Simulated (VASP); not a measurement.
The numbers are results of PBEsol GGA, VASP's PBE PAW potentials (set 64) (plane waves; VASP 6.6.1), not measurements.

A VASP calculation is set up with these files.

KPOINTS:
```
Automatic
0
gamma
  4 4 4
0 0 0
```

POSCAR:
```
CsPbBr3
1
    5.8473348058    -0.0000000000     0.0000000000
    0.0000000000     5.8473348058    -0.0000000000
    0.0000000000     0.0000000000     5.8473348058
Cs Pb Br
1 1 3
Direct
  0.0000000000   0.0000000000   0.0000000000
  0.5000000000   0.5000000000   0.5000000000
  0.5000000000   0.0000000000   0.5000000000
  0.0000000000   0.5000000000   0.5000000000
  0.5000000000   0.5000000000   0.0000000000
```

### INCAR
```
# general
SYSTEM  = CsPbBr3
PREC    = Accurate
ENCUT   = 520   # plane-wave cut-off (eV)
LREAL   = .FALSE.   # projection in real space or not
LASPH   = .TRUE.   # aspherical one-centre terms

# electronic loop
EDIFF   = 1E-6   # SCF stop (eV)
NELM    = 100   # most electronic steps
ALGO    = Normal   # blocked Davidson
LMAXMIX = 4   # l cut-off of mixed one-centre charges

# smearing
ISMEAR  = 0   # Gaussian
SIGMA   = 0.05

# functional
GGA     = PS   # PBEsol

# ions
IBRION  = 2
NSW     = 60   # most ionic steps
ISIF    = 3   # ions, shape and volume
EDIFFG  = -0.02   # ionic stop

# output
LWAVE   = .FALSE.
LCHARG  = .FALSE.
```

POTCAR, in this order: Cs_sv Pb_d Br (PBE.64 set). Program: vasp_std.

Unless said otherwise, spin-orbit coupling is left out, though it shifts the bands of the heavy elements here.

Question: Estimate the energy per atom (σ→0), volume per atom, band gap (on the k-mesh).

Answer: 
- energy per atom (σ→0): -3.355 eV/atom
- band gap (on the k-mesh): 1.43 eV
- volume per atom: 40.56 Å³/atom

**OSZICAR**
```
...
DAV:   1    -0.168410248839E+02   -0.71208E-01   -0.18329E+00   696   0.147E+01    0.131E+00
DAV:   2    -0.167846990418E+02    0.56326E-01   -0.11175E-01   670   0.349E+00    0.492E-01
DAV:   3    -0.167741008631E+02    0.10598E-01   -0.43740E-02   670   0.204E+00    0.180E-01
DAV:   4    -0.167740301473E+02    0.70716E-04   -0.76910E-04   570   0.191E-01    0.140E-01
DAV:   5    -0.167739595829E+02    0.70564E-04   -0.31766E-04   598   0.159E-01    0.198E-02
DAV:   6    -0.167739597249E+02   -0.14198E-06   -0.32174E-05   628   0.589E-02    0.524E-03
DAV:   7    -0.167739600860E+02   -0.36107E-06   -0.37989E-06   512   0.129E-02
   2 F= -.16773960E+02 E0= -.16773960E+02  d E =-.414344E-02
```

The compound is CsPbBr3 in the cubic perovskite structure, the ideal cubic form; the compound distorts at low or room temperature. This run relaxes it. Symmetry was kept, so distortions that lower it aren't found. The start is the result of an earlier pass.
